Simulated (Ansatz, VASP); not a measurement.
# One calculation of Mg3C, two programs

```
Mg C
1.0
     4.41010    0.00000    0.00000
    -2.20505    3.81926    0.00000
     0.00000    0.00000    4.30094
Mg C
3 1
Cartesian
  0.0000 0.0000 2.1505
  0.0000 2.5462 0.0000
  2.2050 1.2731 0.0000
  0.0000 0.0000 0.0000
```

Change from the starting cell: species swapped into the Li3N type (P6/mmm, No. 191).

Alike in both runs: task relaxation of cell and atoms; functional PBE; k mesh 12 × 12 × 12; occupations gaussian, width 0.1 eV; no spin polarisation.

```csv
,VASP,Ansatz
version,VASP 6.6.1,Ansatz 0.2.0
potentials or method,"VASP PAW PBE potentials, release 64 (Mg, C)","scalar-relativistic, plane waves, PAW"
plane-wave cutoff (eV),600,420
valence electrons in the cell,10,34
```

```csv
,VASP,Ansatz,Ansatz less VASP
"gap on the k mesh at the Fermi level, each at its own relaxed structure (eV)",none,none,-
relaxed volume (Å³/atom),18.26,18.32,+0.058
relaxed cell length with the largest relative difference (Å),4.451,4.457,+0.0065
energy change over the relaxation (meV/atom),-1,-1,-0.2
```

A gap of «none» marks a metal or a gap that the smearing closes. The two sets of potentials don't hold the same shells in valence.
